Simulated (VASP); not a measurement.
Computed with PBE GGA with D3 dispersion (zero damping), VASP's PBE PAW potentials (set 64) (plane waves; VASP).

A VASP calculation is set up with these files.

**POSCAR**
```
Ni3Fe
7.011250
  0.4999999784   0.0000000000   0.0000000000
  0.0000000000   0.4999999784   0.0000000000
  0.0000000000   0.0000000000   0.4999999784
Fe Ni
1 3
Direct
  0.0000000000   0.0000000000   0.0000000000
  0.0000000000   0.5000000000   0.5000000000
  0.5000000000   0.0000000000   0.5000000000
  0.5000000000   0.5000000000   0.0000000000
```

**INCAR**
```
ALGO  =  Normal
EDIFF  =  1E-7
ENCUT  =  520
GGA  =  PE
ISIF  =  2
ISMEAR  =  -5
ISPIN  =  2
IVDW  =  11
LASPH  =  .TRUE.
LCHARG  =  .TRUE.
LEFG  =  .TRUE.
LMAXMIX  =  4
LORBIT  =  11
LREAL  =  .FALSE.
LWAVE  =  .FALSE.
MAGMOM  =  2.9 0.6 0.6 0.6
NEDOS  =  601
NELM  =  100
PREC  =  Accurate
SYSTEM  =  Ni3Fe
```

### KPOINTS
```
K-points
0
gamma
10 10 10
```

POTCAR, in this order: Fe Ni (PBE.64 set). Program: vasp_std.

Output

### OSZICAR
```
       N       E                     dE             d eps       ncg     rms          rms(c)
DAV:   1     0.244979734010E+03    0.24498E+03   -0.17397E+04  5720   0.214E+03
DAV:   2    -0.145983927683E+02   -0.25958E+03   -0.25147E+03  5649   0.377E+02
DAV:   3    -0.289126291896E+02   -0.14314E+02   -0.13580E+02  5794   0.122E+02
DAV:   4    -0.291333098992E+02   -0.22068E+00   -0.21946E+00  6016   0.155E+01
DAV:   5    -0.291390429812E+02   -0.57331E-02   -0.57311E-02  7856   0.207E+00    0.212E+01
DAV:   6    -0.263750520766E+02    0.27640E+01   -0.40802E+01  5849   0.100E+02    0.204E+01
DAV:   7    -0.295515797953E+02   -0.31765E+01   -0.24836E+01  6735   0.126E+02    0.269E+01
DAV:   8    -0.248414893059E+02    0.47101E+01   -0.17560E+01  6940   0.582E+01    0.605E+00
DAV:   9    -0.249996248052E+02   -0.15814E+00   -0.70409E-01  6290   0.108E+01    0.337E+00
DAV:  10    -0.249714933133E+02    0.28131E-01   -0.13669E-01  7806   0.863E+00    0.160E+00
DAV:  11    -0.249685516873E+02    0.29416E-02   -0.37447E-02  8370   0.272E+00    0.109E+00
DAV:  12    -0.249708509988E+02   -0.22993E-02   -0.65162E-03  6896   0.201E+00    0.319E-01
DAV:  13    -0.249707230554E+02    0.12794E-03   -0.21647E-03  7824   0.732E-01    0.864E-02
DAV:  14    -0.249706700507E+02    0.53005E-04   -0.25305E-04  6708   0.172E-01    0.122E-01
DAV:  15    -0.249707107032E+02   -0.40653E-04   -0.10604E-04  6840   0.306E-01    0.218E-02
DAV:  16    -0.249707124763E+02   -0.17730E-05   -0.18913E-05  6926   0.488E-02    0.219E-02
DAV:  17    -0.249707243627E+02   -0.11886E-04   -0.32862E-06  7113   0.470E-02    0.296E-03
DAV:  18    -0.249707231354E+02    0.12273E-05   -0.71883E-07  5303   0.974E-03    0.239E-03
DAV:  19    -0.249707242262E+02   -0.10908E-05   -0.50133E-08  3031   0.535E-03    0.448E-04
DAV:  20    -0.249707244755E+02   -0.24927E-06   -0.25392E-08  3011   0.155E-03    0.191E-04
DAV:  21    -0.249707245741E+02   -0.98642E-07   -0.47128E-09  2993   0.862E-04
   1 F= -.26490593E+02 E0= -.26490593E+02  d E =0.000000E+00  mag=     4.6558
```

File OUTCAR:
```
------------------------ aborting loop because EDIFF is reached ----------------------------------------
 Edisp (eV)   -1.51987
  FORCE on cell =-STRESS in cart. coord.  units (eV):
  Direction    XX          YY          ZZ          XY          YZ          ZX
  --------------------------------------------------------------------------------------
  Total      -0.10405    -0.10405    -0.10405     0.00000    -0.00000     0.00000
  in kB      -3.86938    -3.86938    -3.86938     0.00000    -0.00000     0.00000
  external pressure =       -3.87 kB  Pullay stress =        0.00 kB
  volume of cell :       43.08
      direct lattice vectors                 reciprocal lattice vectors
     3.505624848  0.000000000  0.000000000     0.285255851  0.000000000  0.000000000
     0.000000000  3.505624848  0.000000000     0.000000000  0.285255851  0.000000000
     0.000000000  0.000000000  3.505624848     0.000000000  0.000000000  0.285255851
 POSITION                                       TOTAL-FORCE (eV/Angst)
 -----------------------------------------------------------------------------------
      0.00000      0.00000      0.00000         0.000000      0.000000      0.000000
      0.00000      1.75281      1.75281         0.000000      0.000000      0.000000
      1.75281      0.00000      1.75281         0.000000      0.000000      0.000000
      1.75281      1.75281      0.00000         0.000000      0.000000      0.000000
 -----------------------------------------------------------------------------------
    total drift:                                0.000000      0.000000      0.000000
  FREE ENERGIE OF THE ION-ELECTRON SYSTEM (eV)
  ---------------------------------------------------
  free  energy   TOTEN  =       -26.4905925849 eV

  energy  without entropy=      -26.4905925849  energy(sigma->0) =      -26.49059258

 total charge

# of ion       s       p       d       tot
------------------------------------------
    1        0.488   0.528   6.140   7.156
    2        0.517   0.539   8.342   9.397
    3        0.517   0.539   8.342   9.397
    4        0.517   0.539   8.342   9.397
--------------------------------------------------
tot          2.038   2.145  31.165  35.348

 magnetization (x)

# of ion       s       p       d       tot
------------------------------------------
    1        0.012  -0.000   2.847   2.859
    2       -0.016  -0.045   0.665   0.604
    3       -0.016  -0.045   0.665   0.604
    4       -0.016  -0.045   0.665   0.604
--------------------------------------------------
tot         -0.037  -0.135   4.844   4.672
```
(Selected blocks of OUTCAR.)

OUTCAR:
```
 val. band max:        9.1045954400   @ k =   0.5000   0.4000   0.1000

 cond. band min:       8.9898713647   @ k =   0.5000   0.5000   0.4000


 Fermi energy:         9.0058628635

 spin component 1

 k-point     1 :       0.0000    0.0000    0.0000
  band No.  band energies     occupation
      1      -0.2754      1.00000
      2       3.5473      1.00000
      3       3.5473      1.00000
      4       4.2034      1.00000
      5       4.3121      1.00000
      6       4.3121      1.00000
      7       4.3121      1.00000
      8       6.2603      1.00000
      9       6.2603      1.00000
     10       6.2603      1.00000
     11       7.3443      1.00000
     12       7.3443      1.00000
     13       8.1923      1.00000
     14       8.1923      1.00000
     15       8.2286      1.00000
     16       8.3450      1.00000
     17       8.3450      1.00000
     18       8.3450      1.00000
     19       8.4179      1.00000
     20       8.4179      1.00000
     21       8.4179      1.00000
     22      11.2960      0.00000
     23      11.2960      0.00000
     24      11.2960      0.00000
     25      18.1699      0.00000

 k-point     2 :       0.1000    0.0000    0.0000
  band No.  band energies     occupation
      1      -0.1427      1.00000
      2       3.5911      1.00000
      3       3.6111      1.00000
      4       4.2533      1.00000
      5       4.3530      1.00000
      6       4.3593      1.00000
      7       4.3593      1.00000
      8       6.2111      1.00000
      9       6.2970      1.00000
     10       6.2970      1.00000
     11       7.2937      1.00000
     12       7.3599      1.00000
     13       8.0681      1.00000
     14       8.0681      1.00000
     15       8.1313      1.00000
     16       8.1550      1.00000
     17       8.1940      1.00000
     18       8.3195      1.00000
     19       8.3195      1.00000
     20       8.3450      1.00000
     21       8.4180      1.00000
...
```

For a metal the tetrahedron method with Blöchl corrections gives inexact stress and forces.

The compound is Ni3Fe in the L1_2 structure. It was relaxed first.
